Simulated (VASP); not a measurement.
Energy against volume of Ni (fcc). Calculation: RPBE GGA, VASP's PBE PAW potentials (set 64) (plane waves; VASP). Settings: 520 eV cut-off, 18×18×18 Γ-centred mesh, first-order Methfessel-Paxton smearing of 0.10 eV, potentials Ni.

```tsv
V (Å³/atom)	E (eV/atom)
10.528	-4.92843
10.864	-4.94805
11.200	-4.95422
11.536	-4.94911
```

**Question.** Fit these four points and predict the energy of the run at 11.872 Å³/atom.

**Answer.** A cubic in V^(−2/3), the third-order Birch-Murnaghan form, passes through the four points with V0 = 11.21 Å³/atom and B0 = 178 GPa, and gives -4.9345 eV/atom there. The run gave -4.9346 eV/atom, -0.1 meV/atom from the fit; all five points give B0 = 178 GPa.

The compound is Ni in the fcc structure. It was relaxed first.
